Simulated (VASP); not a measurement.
An input for Quantum ESPRESSO's pw.x (written as the equivalent of a VASP run, and not itself run):

```
&CONTROL
  calculation = 'scf'
  pseudo_dir = './pseudo'
  outdir = './out'
  tprnfor = .true.
  tstress = .true.
/
&SYSTEM
  ibrav = 0
  nat = 2
  ntyp = 2
  ecutwfc = 60.3
  occupations = 'smearing'
  smearing = 'gaussian'
  degauss = 0.003675
  input_dft = 'vdw-df-obk8'
/
&ELECTRONS
  conv_thr = 7.3e-09
  electron_maxstep = 100
/
ATOMIC_SPECIES
  Tl 204.380 Tl.upf
  Br 79.904 Br.upf
CELL_PARAMETERS angstrom
     3.9085486    0.0000000    0.0000000
     0.0000000    3.9085486    0.0000000
     0.0000000    0.0000000    3.9085486
ATOMIC_POSITIONS crystal
  Tl   0.0000000  0.0000000  0.0000000
  Br   0.5000000  0.5000000  0.5000000
K_POINTS automatic
  7 7 7 0 0 0
```

Task: Translate this input to VASP (INCAR, KPOINTS, POSCAR, choice of POTCAR).

Result: Several could match; the one computed here: 
**POSCAR**
```
TlBr
1
    3.9085485738     0.0000000000     0.0000000000
    0.0000000000     3.9085485738     0.0000000000
    0.0000000000     0.0000000000     3.9085485738
Tl Br
1 1
Direct
  0.0000000000   0.0000000000   0.0000000000
  0.5000000000   0.5000000000   0.5000000000
```

### INCAR
```
SYSTEM = TlBr
PREC = Accurate; ENCUT = 520; LREAL = .False.
LASPH = .True.
EDIFF = 1E-7; NELM = 100; ALGO = Normal
LMAXMIX = 4
ISMEAR = 0; SIGMA = 0.05
GGA = BO; LUSE_VDW = .True.; AGGAC = 0.0
PARAM1 = 0.1833333333; PARAM2 = 0.22
ISIF = 2
LWAVE = .False.; LCHARG = .False.
```

**KPOINTS**
```
Automatic mesh
0
Gamma
7 7 7
0 0 0
```

POTCAR, in this order: Tl_d Br (PBE.64 set). Program: vasp_std.

Limits of the translation: the potentials are each code's own (VASP's PAW set, PseudoDojo norm-conserving files in pw.x), so ENCUT and ecutwfc are chosen apart and not converted; conv_thr bounds pw.x's estimated SCF error, while EDIFF bounds the energy change between steps.

The compound is TlBr in the CsCl type structure. This cell is one point of a volume scan, at 0.94 of the reference volume.
